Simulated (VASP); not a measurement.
Consider the following.

```
GdN
1.0
    1.72527     0.99609     2.95280
   -1.72527     0.99609     2.95280
    0.00000    -1.99218     2.95280
Gd N
1 1
Direct
  0.76240   0.76240   0.76240
  0.23760   0.23760   0.23760
```

Method: PBE GGA, VASP's PBE PAW potentials (set 64) (plane waves; VASP). Run with 520 eV cut-off, 7×7×7 Γ-centred mesh, Gaussian smearing of 0.050 eV, potentials Gd_3 N.

The 4f electrons are frozen in the core of the lanthanide potential, so 4f levels, which can set the real gap, and their magnetism are missing.

Q: What does the run give for the energy per atom (σ→0), pressure, largest force?

A: 
```
Property                        Value
---------------------  --------------
energy per atom (σ→0)  -8.047 eV/atom
pressure                     4.07 GPa
largest force              0.434 eV/Å
```

The structure was generated: GdN was put into the alpha-GeTe type (R3m), which need not be its known phase. The cell was not relaxed at this level.
